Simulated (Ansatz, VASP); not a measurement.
## SiTe3 in VASP and in Ansatz

```xyz
8
Lattice="5.9991 0.0000 0.0000 0.0000 5.9991 0.0000 0.0000 0.0000 5.9991" Properties=species:S:1:pos:R:3 pbc="T T T"
Si    0.0000    0.0000    0.0000
Si    2.9996    2.9996    2.9996
Te    1.4998    0.0000    2.9996
Te    2.9996    4.4994    0.0000
Te    4.4994    0.0000    2.9996
Te    2.9996    1.4998    0.0000
Te    0.0000    2.9996    4.4994
Te    0.0000    2.9996    1.4998
```

Change from the starting cell: species swapped into the Ta3Sb type (Pm-3n, No. 223).

Alike in both runs: task single point; functional PBE; k mesh 4 × 4 × 4; occupations gaussian, width 0.1 eV; no spin polarisation.

|  | VASP | Ansatz |
| --- | --- | --- |
| version | VASP 6.6.1 | Ansatz 0.2.0 |
| potentials or method | VASP PAW PBE potentials, release 64 (Si, Te) | scalar-relativistic, plane waves, PAW |
| plane-wave cutoff (eV) | 520 | 420 |
| valence electrons in the cell | 44 | 104 |

Ansatz gave:

* gap on the k mesh at the Fermi level (eV): none
* pressure (GPa): -0.6

**Question.** What did VASP give for the same quantities?

**Answer.** gap on the k mesh at the Fermi level (eV): none; pressure (GPa): -0.7.

A gap of «none» marks a metal or a gap that the smearing closes. The functional is the same, so the differences come from potentials, cutoffs and numerics. The two sets of potentials don't hold the same shells in valence.

The runs have no spin-orbit coupling, so splittings on Te are missing.
